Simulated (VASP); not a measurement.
An input for Quantum ESPRESSO's pw.x (written as the equivalent of a VASP run, and not itself run):

```
&CONTROL
  calculation = 'scf'
  pseudo_dir = './pseudo'
  outdir = './out'
  tprnfor = .true.
  tstress = .true.
/
&SYSTEM
  ibrav = 0
  nat = 2
  ntyp = 2
  ecutwfc = 84
  occupations = 'smearing'
  smearing = 'gaussian'
  degauss = 0.003675
  input_dft = 'pbe'
/
&ELECTRONS
  conv_thr = 7.3e-08
  electron_maxstep = 100
/
ATOMIC_SPECIES
  Al 26.982 Al.upf
  N 14.007 N.upf
CELL_PARAMETERS angstrom
     0.0000000    2.1900000    2.1900000
     2.1900000    0.0000000    2.1900000
     2.1900000    2.1900000    0.0000000
ATOMIC_POSITIONS crystal
  Al   0.0000000  0.0000000  0.0000000
  N    0.2500000  0.2500000  0.2500000
K_POINTS automatic
  9 9 9 0 0 0
```

### Question
Translate this input to VASP (INCAR, KPOINTS, POSCAR, choice of POTCAR).

### Answer
Several could match; the one computed here: 
File KPOINTS:
```
Automatic mesh
0
Gamma
9 9 9
0 0 0
```

### INCAR
```
ISMEAR = 0   ! Gaussian
NELM = 100   ! most electronic steps
LCHARG = F
PREC = Accurate
ALGO = Normal   ! blocked Davidson
LASPH = T   ! aspherical one-centre terms
ISIF = 2
ENCUT = 520
SIGMA = 0.05   ! width (eV)
LREAL = F
EDIFF = 1E-6
SYSTEM = AlN
LWAVE = F
GGA = PE
```

### POSCAR
```
AlN
1
    0.0000000000     2.1900000000     2.1900000000
    2.1900000000     0.0000000000     2.1900000000
    2.1900000000     2.1900000000     0.0000000000
Al N
1 1
Direct
  0.0000000000   0.0000000000   0.0000000000
  0.2500000000   0.2500000000   0.2500000000
```

POTCAR, in this order: Al N (PBE.64 set). Program: vasp_std.

The two are equivalent in intent, not identical: the potentials are each code's own (VASP's PAW set, PseudoDojo norm-conserving files in pw.x), so ENCUT and ecutwfc are chosen apart and not converted; conv_thr bounds pw.x's estimated SCF error, while EDIFF bounds the energy change between steps.

The compound is AlN in the zinc blende structure, a metastable form; wurtzite is the usual one. The cell was not relaxed at this level.
